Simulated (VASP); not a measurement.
Given:

```
CELL_PARAMETERS angstrom
      0.00000     3.02998     3.02998
      3.02998     0.00000     3.02998
      3.02998     3.02998     0.00000
ATOMIC_POSITIONS crystal
  Hg 0.00000 0.00000 0.00000
  S  0.25000 0.25000 0.25000
```

The numbers are results of HSE06 screened hybrid, VASP's PBE PAW potentials (set 64) (plane waves; VASP 6.6.1), not measurements. Numerical set-up: 520 eV cut-off, 6×6×6 Γ-centred mesh, Gaussian smearing of 0.050 eV, potentials Hg S.

Unless said otherwise, spin-orbit coupling is left out, though it shifts the bands of the heavy elements here.

**Question.** What does the run give for the energy per atom (σ→0), pressure, band gap (on the k-mesh) with the smallest direct gap where there is one?

**Answer.** 
```json
{
  "band gap (on the k-mesh)": "0.26 eV",
  "smallest direct gap (on the k-mesh)": "0.26 eV",
  "energy per atom (σ→0)": "-283.1 kJ/mol of atoms",
  "pressure": "-33.2 kbar"
}
```

The compound is HgS in the zinc blende structure, metacinnabar; cinnabar is the stable form. This cell is one point of a volume scan, at 1.03 of the reference volume. The cell's shape comes from a PBE relaxation.
